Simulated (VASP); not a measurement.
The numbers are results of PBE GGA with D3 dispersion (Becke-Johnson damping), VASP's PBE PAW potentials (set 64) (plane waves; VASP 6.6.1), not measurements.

VASP input:

File KPOINTS:
```
Automatic mesh
0
Gamma
7 7 2
0 0 0
```

File POSCAR:
```
WSe2
1
    3.2824285162    -0.0000000000     0.0000000000
   -1.6412142581     2.8426661561     0.0000000000
   -0.0000000000    -0.0000000000    12.8266639589
W Se
2 4
Direct
  0.6666670000   0.3333330000   0.7500000000
  0.3333330000   0.6666670000   0.2500000000
  0.6666670000   0.3333330000   0.3815466101
  0.3333330000   0.6666670000   0.8815466101
  0.3333330000   0.6666670000   0.6184533899
  0.6666670000   0.3333330000   0.1184533899
```

INCAR:
```
! general
SYSTEM  = WSe2
PREC    = Accurate
ENCUT   = 480   ! plane-wave cut-off (eV)
LREAL   = .FALSE.   ! projection in real space or not
LASPH   = .TRUE.

! electronic loop
EDIFF   = 1E-6
NELM    = 100   ! most electronic steps
ALGO    = Normal
LMAXMIX = 6   ! l cut-off of mixed one-centre charges

! smearing
ISMEAR  = 0   ! Gaussian
SIGMA   = 0.05   ! width (eV)

! functional
GGA     = PE   ! PBE
IVDW    = 12

! ions
IBRION  = 2   ! conjugate gradients
NSW     = 60
ISIF    = 3   ! ions, shape and volume
EDIFFG  = -0.02

! output
LWAVE   = .FALSE.
LCHARG  = .FALSE.
```

POTCAR, in this order: W_sv Se (PBE.64 set). Program: vasp_std.

Output of the run:

File OUTCAR:
```
 ion  position               nearest neighbor table
   1  0.667  0.333  0.750-   4 2.54   5 2.54   4 2.54   5 2.54   4 2.54   5 2.54
   2  0.333  0.667  0.250-   3 2.54   6 2.54   3 2.54   6 2.54   3 2.54   6 2.54
   3  0.667  0.333  0.382-   2 2.54   2 2.54   2 2.54
   4  0.333  0.667  0.882-   1 2.54   1 2.54   1 2.54
   5  0.333  0.667  0.618-   1 2.54   1 2.54   1 2.54
   6  0.667  0.333  0.118-   2 2.54   2 2.54   2 2.54
  LATTYP: Found a hexagonal cell.
 ALAT       =     3.2824285162
 C/A-ratio  =     3.9076750326
 Subroutine PRICEL returns:
 Original cell was already a primitive cell.
 Subroutine GETGRP returns: Found 24 space group operations
The static configuration has the point symmetry D_3d.
 The point group associated with its full space group is D_6h.
The dynamic configuration has the point symmetry D_3d.
 Subroutine INISYM returns: Found 24 space group operations
 Subroutine IBZKPT returns following result:
 Found     16 irreducible k-points:

 Following reciprocal coordinates:
            Coordinates               Weight
  0.000000  0.000000  0.000000      1.000000
  0.142857 -0.000000  0.000000      6.000000
  0.285714 -0.000000  0.000000      6.000000
  0.428571  0.000000  0.000000      6.000000
  0.142857  0.142857  0.000000      6.000000
  0.285714  0.142857  0.000000     12.000000
  0.428571  0.142857  0.000000      6.000000
  0.285714  0.285714  0.000000      6.000000
  0.000000  0.000000  0.500000      1.000000
  0.142857 -0.000000  0.500000      6.000000
  0.285714 -0.000000  0.500000      6.000000
  0.428571  0.000000  0.500000      6.000000
  0.142857  0.142857  0.500000      6.000000
  0.285714  0.142857  0.500000     12.000000
  0.428571  0.142857  0.500000      6.000000
  0.285714  0.285714  0.500000      6.000000
   k-points           NKPTS =     16   k-points in BZ     NKDIM =     16   number of bands    NBANDS=     31
   number of dos      NEDOS =    301   number of ions     NIONS =      6
   total plane-waves  NPLWV =  55296
   dimension x,y,z NGX =    24 NGY =   24 NGZ =   96
   dimension x,y,z NGXF=    48 NGYF=   48 NGZF=  192
   ions per type =               2   4
   PREC   = accura    normal or accurate (medium, high low for compatibility)
   ISTART =      0    job   : 0-new  1-cont  2-samecut
   ICHARG =      2    charge: 1-file 2-atom 10-const
   ISPIN  =      1    spin polarized calculation?
   LNONCOLLINEAR =      F non collinear calculations
   LSORBIT =      F    spin-orbit coupling
   INIWAV =      1    electr: 0-lowe 1-rand  2-diag
   ENCUT  =  480.0 eV  35.28 Ry    5.94 a.u.   5.86  5.86 22.91*2*pi/ulx,y,z
   NELM   =    100;   NELMIN=  2; NELMDL= -5     # of ELM steps
   EDIFF  = 0.1E-05   stopping-criterion for ELM
   LREAL  =      F    real-space projection
   NLSPLINE    = F    spline interpolate recip. space projectors
   LMAXMIX     =    6 max onsite mixed and CHGCAR
   VOSKOWN=      0    Vosko Wilk Nusair interpolation
   EDIFFG = -.2E-01   stopping-criterion for IOM
   NSW    =     60    number of steps for IOM
   NBLOCK =      1;   KBLOCK =     60    inner block; outer block
   IBRION =      2    ionic relax: 0-MD 1-quasi-New 2-CG
   NFREE  =      1    steps in history (QN), initial steepest desc. (CG)
   ISIF   =      3    stress and relaxation
   ISYM   =      2    0-nonsym 1-usesym 2-fastsym
   TEIN   =    0.0    initial temperature
   TEBEG  =    0.0;   TEEND  =   0.0 temperature during run
   SMASS  =  -3.00    Nose mass-parameter (am)
   PSTRESS=    0.0 pullay stress
   NELECT =      52.0000    total number of electrons
   EFERMI =   0.00;   METHOD = LEGACY
   ISMEAR =     0;   SIGMA  =   0.05  broadening in eV -4-tet -1-fermi 0-gaus
   IALGO  =     38    algorithm
   LDIAG  =      T    sub-space diagonalisation (order eigenvalues)
   IMIX   =      4    mixing-type and parameters
...
```

### OSZICAR
```
       N       E                     dE             d eps       ncg     rms          rms(c)
DAV:   1     0.490213052236E+03    0.49021E+03   -0.27320E+04  1112   0.155E+03
DAV:   2    -0.140097311907E+02   -0.50422E+03   -0.49453E+03  1200   0.416E+02
DAV:   3    -0.442478905734E+02   -0.30238E+02   -0.29689E+02  1230   0.916E+01
DAV:   4    -0.449880734238E+02   -0.74018E+00   -0.73670E+00  1234   0.144E+01
DAV:   5    -0.450055081792E+02   -0.17435E-01   -0.17426E-01  1236   0.204E+00    0.297E+01
DAV:   6    -0.434909640187E+02    0.15145E+01   -0.10646E+01  1145   0.181E+01    0.108E+01
DAV:   7    -0.432631603992E+02    0.22780E+00   -0.46156E+00  1097   0.897E+00    0.560E+00
DAV:   8    -0.430936004347E+02    0.16956E+00   -0.72579E-01  1288   0.482E+00    0.120E+00
DAV:   9    -0.430958903470E+02   -0.22899E-02   -0.66401E-02  1235   0.132E+00    0.794E-01
DAV:  10    -0.430944597939E+02    0.14306E-02   -0.22466E-02  1264   0.954E-01    0.225E-01
DAV:  11    -0.430942873178E+02    0.17248E-03   -0.35523E-03  1246   0.369E-01    0.168E-01
DAV:  12    -0.430942516300E+02    0.35688E-04   -0.13626E-04  1259   0.650E-02    0.108E-01
DAV:  13    -0.430942365952E+02    0.15035E-04   -0.17921E-04  1240   0.739E-02    0.460E-03
DAV:  14    -0.430942372568E+02   -0.66158E-06   -0.60679E-06  1079   0.145E-02
   1 F= -.45932079E+02 E0= -.45932079E+02  d E =-.459321E+02
       N       E                     dE             d eps       ncg     rms          rms(c)
DAV:   1    -0.430889321779E+02    0.53044E-02   -0.23967E-01  1062   0.422E+00    0.109E+00
DAV:   2    -0.430809870068E+02    0.79452E-02   -0.51675E-02  1163   0.145E+00    0.298E-01
DAV:   3    -0.430792952316E+02    0.16918E-02   -0.10289E-02  1135   0.410E-01    0.130E-01
DAV:   4    -0.430789104407E+02    0.38479E-03   -0.15658E-03  1183   0.254E-01    0.782E-02
DAV:   5    -0.430789021756E+02    0.82651E-05   -0.21586E-04  1265   0.861E-02    0.634E-02
DAV:   6    -0.430788960341E+02    0.61415E-05   -0.84311E-05  1210   0.457E-02    0.164E-02
DAV:   7    -0.430788948676E+02    0.11665E-05   -0.11585E-05  1169   0.235E-02    0.553E-03
DAV:   8    -0.430788946124E+02    0.25527E-06   -0.54512E-07   706   0.534E-03
   2 F= -.45931437E+02 E0= -.45931437E+02  d E =0.641415E-03
       N       E                     dE             d eps       ncg     rms          rms(c)
DAV:   1    -0.430941899425E+02   -0.15295E-01   -0.10856E-01  1062   0.284E+00    0.726E-01
DAV:   2    -0.430906140029E+02    0.35759E-02   -0.23952E-02  1114   0.980E-01    0.200E-01
DAV:   3    -0.430898225143E+02    0.79149E-03   -0.48945E-03  1148   0.281E-01    0.883E-02
DAV:   4    -0.430896351639E+02    0.18735E-03   -0.72319E-04  1148   0.172E-01    0.515E-02
DAV:   5    -0.430896235859E+02    0.11578E-04   -0.10195E-04  1278   0.586E-02    0.432E-02
DAV:   6    -0.430896142200E+02    0.93659E-05   -0.39046E-05  1174   0.313E-02    0.114E-02
DAV:   7    -0.430896139412E+02    0.27875E-06   -0.51926E-06  1061   0.159E-02
   3 F= -.45932270E+02 E0= -.45932270E+02  d E =-.191053E-03
```

OUTCAR:
```
------------------------ aborting loop because EDIFF is reached ----------------------------------------
 Edisp (eV)   -2.84266
  FORCE on cell =-STRESS in cart. coord.  units (eV):
  Direction    XX          YY          ZZ          XY          YZ          ZX
  --------------------------------------------------------------------------------------
  Total       0.00557     0.00557    -0.02738     0.00000    -0.00000     0.00000
  in kB       0.07467     0.07467    -0.36710     0.00000    -0.00000     0.00000
  external pressure =       -0.07 kB  Pullay stress =        0.00 kB
  volume of cell :      119.49
      direct lattice vectors                 reciprocal lattice vectors
     3.280996074  0.000000000  0.000000000     0.304785491  0.175968005  0.000000000
    -1.640498037  2.841425625  0.000000000     0.000000000  0.351936011  0.000000000
    -0.000000000  0.000000000 12.816874368     0.000000000  0.000000000  0.078022143
 POSITION                                       TOTAL-FORCE (eV/Angst)
 -----------------------------------------------------------------------------------
      1.64050      0.94714      9.61266        -0.000000     -0.000000      0.000000
     -0.00000      1.89428      3.20422         0.000000      0.000000      0.000000
      1.64050      0.94714      4.88992         0.000000     -0.000000      0.015911
     -0.00000      1.89428     11.29836        -0.000000      0.000000      0.015911
     -0.00000      1.89428      7.92695        -0.000000      0.000000     -0.015911
      1.64050      0.94714      1.51851         0.000000      0.000000     -0.015911
 -----------------------------------------------------------------------------------
    total drift:                                0.000544     -0.000314      0.000704
  FREE ENERGIE OF THE ION-ELECTRON SYSTEM (eV)
  ---------------------------------------------------
  free  energy   TOTEN  =       -45.9322696119 eV

  energy  without entropy=      -45.9322696119  energy(sigma->0) =      -45.93226961

 reached required accuracy - stopping structural energy minimisation
```
(Selected blocks of OUTCAR.)

File CONTCAR:
```
WSe2
   1.00000000000000
     3.2809960739363238    0.0000000000000000    0.0000000000000000
    -1.6404980369681619    2.8414256251357357    0.0000000000000000
    -0.0000000000000000    0.0000000000000000   12.8168743682865607
  W               Se
     2     4
Direct
     0.6666669999999968    0.3333330000000032    0.7500000000000000
     0.3333330000000032    0.6666669999999968    0.2500000000000000
     0.6666669999999968    0.3333330000000032    0.3815222978819955
     0.3333330000000032    0.6666669999999968    0.8815222978819954
     0.3333330000000032    0.6666669999999968    0.6184777021180046
     0.6666669999999968    0.3333330000000032    0.1184777021180045
```

The compound is WSe2 in the 2H layered structure. This run relaxes it. Symmetry was kept, so distortions that lower it aren't found. The start is the result of an earlier pass.
